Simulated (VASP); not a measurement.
**Pb4Se3S (space group P4/mmm): computed properties**

Level of theory: PBEsol GGA, VASP's PBE PAW potentials (set 64) (plane waves; VASP 6.6.1).

space group: P4/mmm (123)
cell: a = b = 4.273 Å, c = 12.148 Å, α = β = γ = 90.00°
volume per atom: 27.73 Å³/atom
band gap (over mesh and band path): 0.12 eV
smallest direct gap (over mesh and band path): 0.12 eV
band-edge character: direct, X to X
density: 8.22 g/cm³

```xyz
8
Lattice="4.2734 0.0000 0.0000 0.0000 4.2734 0.0000 0.0000 0.0000 12.1477" Properties=species:S:1:pos:R:3 pbc="T T T"
Pb     4.2734     0.0000     3.0957
Pb     0.0000     0.0000     9.0520
Pb     2.1367     2.1367     0.0000
Pb     2.1367     2.1367     6.0738
Se     2.1367     2.1367     3.0514
Se     2.1367     2.1367     9.0963
Se     4.2734     0.0000     0.0000
S      4.2734     0.0000     6.0738
```

Unless said otherwise, spin-orbit coupling is left out, though it shifts the bands of the heavy elements here.

The structure comes from a computed database's Pb4Se3S entry (P4/mmm); how it stands against other phases isn't given here. It was relaxed first. Symmetry was kept, so distortions that lower it aren't found.
